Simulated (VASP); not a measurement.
All values below come from PBE GGA, VASP's PBE PAW potentials (set 64) (plane waves; VASP 6.6.1).

VASP ran on this input.

INCAR:
```
LOPTICS = .True.
LCHARG = .False.
NBANDS = 45
NEDOS = 1001   # DOS grid
CSHIFT = 0.1
GGA = PE   # PBE
SIGMA = 0.01   # width (eV)
ISMEAR = 0   # Gaussian
ENCUT = 400   # plane-wave cut-off (eV)
PREC = Accurate
LWAVE = .False.
SYSTEM = PtS2
LMAXMIX = 6   # l cut-off of mixed one-centre charges
EDIFF = 1E-7
LASPH = .True.   # aspherical one-centre terms
ALGO = Normal
NELM = 100
LREAL = .False.   # projection in real space or not
```

KPOINTS:
```
kpoints
0
G
  13 13 7
0 0 0
```

**POSCAR**
```
PtS2
1
    1.7866999911    -3.0946552350     0.0000000000
    1.7866999911     3.0946552350     0.0000000000
    0.0000000000     0.0000000000     6.1396516845
Pt S
1 2
Direct
  0.0000000000   0.0000000000   0.0000000000
  0.3333330000   0.6666670000   0.1995896865
  0.6666670000   0.3333330000   0.8004103135
```

POTCAR, in this order: Pt S (PBE.64 set). Program: vasp_std.

The dielectric response may not be converged in the k-mesh; for small gaps it tends to come out too large. Without a dispersion term in the relaxation, distances and binding between the weakly bound layers, chains or molecules are unreliable, and so is what depends on them.

Problem. Predict the energy per atom (σ→0).

Solution. 
| Quantity | Result |
|---|---|
| energy per atom (σ→0) | -497.3 kJ/mol of atoms |

**OSZICAR**
```
...
DAV:  10    -0.154634530626E+02   -0.18084E-03   -0.21118E-04 12920   0.461E-02    0.670E-02
DAV:  11    -0.154634925727E+02   -0.39510E-04   -0.22792E-05 13299   0.148E-02    0.212E-02
DAV:  12    -0.154635004557E+02   -0.78830E-05   -0.42635E-06 12888   0.720E-03    0.884E-03
DAV:  13    -0.154635015114E+02   -0.10557E-05   -0.75268E-07 13684   0.324E-03    0.330E-03
DAV:  14    -0.154635016283E+02   -0.11685E-06   -0.19548E-07 12656   0.141E-03    0.928E-04
DAV:  15    -0.154635016672E+02   -0.38957E-07   -0.77991E-09 12764   0.323E-04
   1 F= -.15463502E+02 E0= -.15463502E+02  d E =-.315363E-32
 imaginary and real dielectric function
```

The compound is PtS2 in the 1T layered structure. It was relaxed first, which changed the volume by +24 %.
